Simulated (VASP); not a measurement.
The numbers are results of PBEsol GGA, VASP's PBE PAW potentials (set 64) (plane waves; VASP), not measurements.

VASP input:

**INCAR**
```
# general
SYSTEM   =  Ir3Rh
PREC     =  Accurate
ENCUT    =  400
LREAL    =  .FALSE.   # projection in real space or not
LASPH    =  .TRUE.

# electronic loop
EDIFF    =  1E-7   # SCF stop (eV)
NELM     =  100   # most electronic steps
ALGO     =  Normal
LMAXMIX  =  6

# smearing
ISMEAR   =  -5   # tetrahedra, Bloechl

# functional
GGA      =  PS

# ions
ISIF     =  2

# output
LWAVE    =  .FALSE.
LCHARG   =  .TRUE.
LORBIT   =  11   # lm-projected
NEDOS    =  601   # DOS grid
```

File POSCAR:
```
Ir3Rh
2.6997040
  0.0000000000   0.7071068722   0.7071068722
  0.7071068722   0.0000000000   0.7071068722
  2.8282643999   2.8282643999   0.0001630891
Rh Ir
1 3
Cart
  0.0000000000   0.0000000000   0.0000000000
  0.7060670359   0.7060670359   0.0010398364
  1.4141322000   1.4141322000   0.0000815446
  2.8293042363   2.8293042363   1.4133369972
```

File KPOINTS:
```
Automatic mesh
0
Gamma
15 15 4
0 0 0
```

POTCAR, in this order: Rh_pv Ir (PBE.64 set). Program: vasp_std.

What VASP printed:

### OSZICAR
```
       N       E                     dE             d eps       ncg     rms          rms(c)
DAV:   1     0.373207118562E+03    0.37321E+03   -0.18952E+04 14424   0.142E+03
DAV:   2    -0.175305450050E+02   -0.39074E+03   -0.38202E+03 12612   0.473E+02
DAV:   3    -0.394191741239E+02   -0.21889E+02   -0.20851E+02 16587   0.105E+02
DAV:   4    -0.404216612715E+02   -0.10025E+01   -0.96766E+00 15301   0.205E+01
DAV:   5    -0.404468454970E+02   -0.25184E-01   -0.23697E-01 15927   0.303E+00    0.299E+01
DAV:   6    -0.407096563701E+02   -0.26281E+00   -0.32585E+01 18300   0.427E+01    0.239E+01
DAV:   7    -0.400539799927E+02    0.65568E+00   -0.66927E+01 18702   0.506E+01    0.157E+01
DAV:   8    -0.377666041669E+02    0.22874E+01   -0.82610E+00 19653   0.242E+01    0.398E+00
DAV:   9    -0.377138609441E+02    0.52743E-01   -0.20226E+00 18311   0.118E+01    0.338E+00
DAV:  10    -0.376601194220E+02    0.53742E-01   -0.34832E-01 18863   0.579E+00    0.202E+00
DAV:  11    -0.376571971237E+02    0.29223E-02   -0.35538E-02 15130   0.166E+00    0.874E-01
DAV:  12    -0.376517040101E+02    0.54931E-02   -0.34980E-02 18890   0.136E+00    0.153E-01
DAV:  13    -0.376515101942E+02    0.19382E-03   -0.15668E-03 14476   0.309E-01    0.963E-02
DAV:  14    -0.376515910048E+02   -0.80811E-04   -0.19611E-04 17846   0.135E-01    0.391E-02
DAV:  15    -0.376516426232E+02   -0.51618E-04   -0.25049E-05 18115   0.415E-02    0.153E-02
DAV:  16    -0.376516527358E+02   -0.10113E-04    0.66809E-06 16289   0.160E-02    0.427E-03
DAV:  17    -0.376516663664E+02   -0.13631E-04    0.53082E-06 16870   0.101E-02    0.252E-03
DAV:  18    -0.376516605714E+02    0.57950E-05    0.49849E-06  6885   0.411E-03    0.595E-04
DAV:  19    -0.376516586116E+02    0.19598E-05    0.38312E-06  6565   0.145E-03    0.364E-04
DAV:  20    -0.376516584342E+02    0.17739E-06    0.29142E-06  6462   0.892E-04    0.157E-04
DAV:  21    -0.376516584101E+02    0.24105E-07    0.22140E-06  6424   0.384E-04    0.806E-05
DAV:  22    -0.376516583706E+02    0.39507E-07    0.16946E-06  6403   0.289E-04    0.844E-05
DAV:  23    -0.376516583614E+02    0.91859E-08    0.13033E-06  6388   0.163E-04    0.218E-05
DAV:  24    -0.376516583548E+02    0.66084E-08    0.10081E-06  6352   0.126E-04    0.254E-05
DAV:  25    -0.376516583180E+02    0.36813E-07    0.78392E-07  6332   0.737E-05
   1 F= -.37651658E+02 E0= -.37651658E+02  d E =0.000000E+00
```

**OUTCAR**
```
------------------------ aborting loop because EDIFF is reached ----------------------------------------
  FORCE on cell =-STRESS in cart. coord.  units (eV):
  Direction    XX          YY          ZZ          XY          YZ          ZX
  --------------------------------------------------------------------------------------
  Total        0.1374979      0.1374979      0.1374979     -0.0185534      0.0185534      0.0185534
  in kB        3.9586828      3.9586828      3.9586828     -0.5341691      0.5341691      0.5341691
  external PRESSURE =       3.9586828 kB  Pullay stress =       0.0000000 kB
  volume of cell :       55.65
      direct lattice vectors                 reciprocal lattice vectors
     0.000000000  1.908979251  1.908979251    -0.261927633  0.261912529  0.261927633
     1.908979251  0.000000000  1.908979251     0.261912529 -0.261927633  0.261927633
     7.635476714  7.635476714  0.000440292     0.065485684  0.065485684 -0.065485684
 POSITION                                       TOTAL-FORCE (eV/Angst)
 -----------------------------------------------------------------------------------
      0.00000      0.00000      0.00000         0.000000      0.000000     -0.000000
      1.90617      1.90617      0.00281         0.001733      0.001733     -0.001733
      3.81774      3.81774      0.00022         0.000000      0.000000      0.000000
      7.63828      7.63828      3.81559        -0.001733     -0.001733      0.001733
 -----------------------------------------------------------------------------------
    total drift:                                0.000000      0.000000      0.000000
  FREE ENERGIE OF THE ION-ELECTRON SYSTEM (eV)
  ---------------------------------------------------
  free  energy   TOTEN  =       -37.6516583180 eV

  energy  without entropy=      -37.6516583180  energy(sigma->0) =      -37.65165832

 total charge

# of ion       s       p       d       tot
------------------------------------------
    1        0.400   6.331   7.087  13.817
    2        0.686   0.740   6.965   8.391
    3        0.680   0.761   6.982   8.423
    4        0.686   0.740   6.965   8.391
--------------------------------------------------
tot          2.452   8.572  27.999  39.023
```
(Selected blocks of OUTCAR.)

OUTCAR:
```
 val. band max:       10.8792092446   @ k =  -0.3333   0.0667   0.5000

 cond. band min:      10.6200301712   @ k =   0.3333   0.3333   0.2500


 Fermi energy:        10.7510550244

 k-point     1 :       0.0000    0.0000    0.0000
  band No.  band energies     occupation
      1     -36.1159      2.00000
      2     -35.7330      2.00000
      3     -35.7330      2.00000
      4      -0.0719      2.00000
      5       1.8572      2.00000
      6       2.3171      2.00000
      7       3.9291      2.00000
      8       6.5024      2.00000
      9       6.5352      2.00000
     10       6.8377      2.00000
     11       6.8377      2.00000
     12       6.9482      2.00000
     13       6.9482      2.00000
     14       7.1711      2.00000
     15       7.3556      2.00000
     16       7.3556      2.00000
     17       7.7242      2.00000
     18       7.7242      2.00000
     19       9.6252      2.00000
     20       9.6252      2.00000
     21       9.7020      2.00000
     22       9.7020      2.00000
     23       9.9055      2.00000
     24       9.9055      2.00000
     25      10.3201      2.00000

 k-point     2 :       0.0667    0.0000   -0.0000
  band No.  band energies     occupation
      1     -36.1126      2.00000
      2     -35.7567      2.00000
      3     -35.7385      2.00000
      4       0.1201      2.00000
      5       1.9648      2.00000
      6       2.5263      2.00000
      7       4.0638      2.00000
      8       6.2517      2.00000
      9       6.4647      2.00000
     10       6.6946      2.00000
     11       6.8955      2.00000
     12       6.9895      2.00000
     13       7.0430      2.00000
     14       7.1536      2.00000
     15       7.3863      2.00000
     16       7.4833      2.00000
     17       7.6922      2.00000
     18       7.8286      2.00000
     19       9.3158      2.00000
     20       9.4380      2.00000
     21       9.4950      2.00000
     22       9.5750      2.00000
     23       9.5815      2.00000
...
```

For a metal the tetrahedron method with Blöchl corrections gives inexact stress and forces. Unless said otherwise, spin-orbit coupling is left out, though it shifts the bands of the heavy elements here.

The structure was generated: Ir3Rh was put into an ordered model structure (R-3m), which need not be its known phase. It was relaxed first. VASP warned that the highest band is occupied, so more bands are needed.
